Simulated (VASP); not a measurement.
These are PBEsol GGA, VASP's PBE PAW potentials (set 64) (plane waves; VASP 6.6.1) values and carry that method's errors.

Input for VASP

### KPOINTS
```
Automatic mesh
0
Gamma
7 7 7
0 0 0
```

**INCAR**
```
SYSTEM=Nb3Sn
PREC=Accurate; ENCUT=400; LREAL=.False.
LASPH=.True.
EDIFF=1E-7; NELM=100; ALGO=Normal
LMAXMIX=4
ISMEAR=-5
GGA=PS
ISIF=2
LWAVE=.False.; LCHARG=.True.; LORBIT=11
NEDOS=601
LEFG=.True.
```

**POSCAR**
```
Nb3Sn
1
    5.2527776794    -0.0000000000    -0.0000000000
    0.0000000000     5.2527776794     0.0000000000
    0.0000000000     0.0000000000     5.2527776794
Nb Sn
6 2
Direct
  0.2500000000   0.0000000000   0.5000000000
  0.5000000000   0.2500000000   0.0000000000
  0.5000000000   0.7500000000   0.0000000000
  0.7500000000   0.0000000000   0.5000000000
  0.0000000000   0.5000000000   0.7500000000
  0.0000000000   0.5000000000   0.2500000000
  0.5000000000   0.5000000000   0.5000000000
  0.0000000000   0.0000000000   0.0000000000
```

POTCAR, in this order: Nb_sv Sn_d (PBE.64 set). Program: vasp_std.

The resulting files:

OUTCAR:
```
 ion  position               nearest neighbor table
   1  0.250  0.000  0.500-   4 2.63   4 2.63   8 2.94   8 2.94   7 2.94   7 2.94
   2  0.500  0.250  0.000-   3 2.63   3 2.63   8 2.94   7 2.94   7 2.94   8 2.94
   3  0.500  0.750  0.000-   2 2.63   2 2.63   8 2.94   7 2.94   7 2.94   8 2.94
   4  0.750  0.000  0.500-   1 2.63   1 2.63   8 2.94   8 2.94   7 2.94   7 2.94
   5  0.000  0.500  0.750-   6 2.63   6 2.63   8 2.94   7 2.94   8 2.94   7 2.94
   6  0.000  0.500  0.250-   5 2.63   5 2.63   8 2.94   7 2.94   8 2.94   7 2.94
   7  0.500  0.500  0.500-   1 2.94   2 2.94   3 2.94   4 2.94   5 2.94   6 2.94   2 2.94   3 2.94
                             1 2.94   4 2.94   5 2.94   6 2.94
   8  0.000  0.000  0.000-   1 2.94   2 2.94   3 2.94   4 2.94   5 2.94   6 2.94   1 2.94   4 2.94
                             5 2.94   6 2.94   2 2.94   3 2.94
  LATTYP: Found a simple cubic cell.
 ALAT       =     5.2527776794
 Subroutine PRICEL returns:
 Original cell was already a primitive cell.
 Subroutine GETGRP returns: Found 48 space group operations
The static configuration has the point symmetry T_h .
 The point group associated with its full space group is O_h .
The dynamic configuration has the point symmetry T_h .
 Subroutine INISYM returns: Found 48 space group operations
 Subroutine IBZKPT returns following result:
 Found     20 irreducible k-points:

 Following reciprocal coordinates:
            Coordinates               Weight
  0.000000  0.000000  0.000000      1.000000
  0.142857  0.000000  0.000000      6.000000
  0.285714  0.000000  0.000000      6.000000
  0.428571  0.000000  0.000000      6.000000
  0.142857  0.142857  0.000000     12.000000
  0.285714  0.142857  0.000000     24.000000
  0.428571  0.142857  0.000000     24.000000
  0.285714  0.285714  0.000000     12.000000
  0.428571  0.285714  0.000000     24.000000
  0.428571  0.428571  0.000000     12.000000
  0.142857  0.142857  0.142857      8.000000
  0.285714  0.142857  0.142857     24.000000
  0.428571  0.142857  0.142857     24.000000
  0.285714  0.285714  0.142857     24.000000
  0.428571  0.285714  0.142857     48.000000
...
```

### OSZICAR
```
       N       E                     dE             d eps       ncg     rms          rms(c)
DAV:   1     0.156925277606E+04    0.15693E+04   -0.44893E+04  2610   0.192E+03
DAV:   2     0.170562096706E+03   -0.13987E+04   -0.13700E+04  2520   0.712E+02
DAV:   3    -0.512685233188E+02   -0.22183E+03   -0.21344E+03  3350   0.239E+02
DAV:   4    -0.775057813211E+02   -0.26237E+02   -0.25670E+02  3808   0.733E+01
DAV:   5    -0.792681561336E+02   -0.17624E+01   -0.17471E+01  4568   0.172E+01    0.195E+01
DAV:   6    -0.762083422901E+02    0.30598E+01   -0.89377E+00  3416   0.148E+01    0.637E+00
DAV:   7    -0.758938999296E+02    0.31444E+00   -0.20344E+00  3904   0.673E+00    0.266E+00
DAV:   8    -0.758841956659E+02    0.97043E-02   -0.22181E-01  4000   0.236E+00    0.838E-01
DAV:   9    -0.758848721828E+02   -0.67652E-03   -0.34434E-02  3664   0.100E+00    0.365E-01
DAV:  10    -0.758850348084E+02   -0.16263E-03   -0.60533E-03  3808   0.387E-01    0.525E-02
DAV:  11    -0.758850605065E+02   -0.25698E-04   -0.49243E-04  3616   0.123E-01    0.297E-02
DAV:  12    -0.758850390486E+02    0.21458E-04   -0.42153E-05  4384   0.351E-02    0.474E-03
DAV:  13    -0.758850397548E+02   -0.70621E-06   -0.31661E-06  3632   0.931E-03    0.241E-03
DAV:  14    -0.758850409365E+02   -0.11817E-05   -0.44282E-07  2712   0.419E-03    0.694E-04
DAV:  15    -0.758850415321E+02   -0.59565E-06   -0.83102E-08  2048   0.177E-03    0.430E-04
DAV:  16    -0.758850414482E+02    0.83950E-07   -0.26637E-08  1952   0.112E-03
   1 F= -.75885041E+02 E0= -.75885041E+02  d E =0.000000E+00
```

### OUTCAR
```
------------------------ aborting loop because EDIFF is reached ----------------------------------------
  FORCE on cell =-STRESS in cart. coord.  units (eV):
  Direction    XX          YY          ZZ          XY          YZ          ZX
  --------------------------------------------------------------------------------------
  Total       -0.0907936     -0.0907936     -0.0907936     -0.0000000      0.0000000      0.0000000
  in kB       -1.0036882     -1.0036882     -1.0036882     -0.0000000      0.0000000      0.0000000
  external PRESSURE =      -1.0036882 kB  Pullay stress =       0.0000000 kB
  volume of cell :      144.93
      direct lattice vectors                 reciprocal lattice vectors
     5.252777679  0.000000000  0.000000000     0.190375466  0.000000000  0.000000000
     0.000000000  5.252777679  0.000000000     0.000000000  0.190375466  0.000000000
     0.000000000  0.000000000  5.252777679     0.000000000  0.000000000  0.190375466
 POSITION                                       TOTAL-FORCE (eV/Angst)
 -----------------------------------------------------------------------------------
      1.31319      0.00000      2.62639        -0.000000     -0.000000      0.000000
      2.62639      1.31319      0.00000        -0.000000      0.000000      0.000000
      2.62639      3.93958      0.00000        -0.000000     -0.000000     -0.000000
      3.93958      0.00000      2.62639         0.000000      0.000000     -0.000000
      0.00000      2.62639      3.93958        -0.000000      0.000000     -0.000000
      0.00000      2.62639      1.31319         0.000000     -0.000000      0.000000
      2.62639      2.62639      2.62639         0.000000      0.000000     -0.000000
      0.00000      0.00000      0.00000         0.000000      0.000000     -0.000000
 -----------------------------------------------------------------------------------
    total drift:                                0.000000      0.000000     -0.000000
  FREE ENERGIE OF THE ION-ELECTRON SYSTEM (eV)
  ---------------------------------------------------
  free  energy   TOTEN  =       -75.8850414482 eV

  energy  without entropy=      -75.8850414482  energy(sigma->0) =      -75.88504145

 total charge

# of ion       s       p       d       tot
------------------------------------------
    1        2.186   6.001   2.546  10.733
    2        2.186   6.001   2.546  10.733
    3        2.186   6.001   2.546  10.733
    4        2.186   6.001   2.546  10.733
    5        2.186   6.001   2.546  10.733
    6        2.186   6.001   2.546  10.733
    7        1.089   1.477  10.064  12.630
    8        1.089   1.477  10.064  12.630
--------------------------------------------------
tot         15.296  38.960  35.402  89.658
```
(Selected blocks of OUTCAR.)

For a metal the tetrahedron method with Blöchl corrections gives inexact stress and forces.

The compound is Nb3Sn in the A15 structure. It was relaxed first.
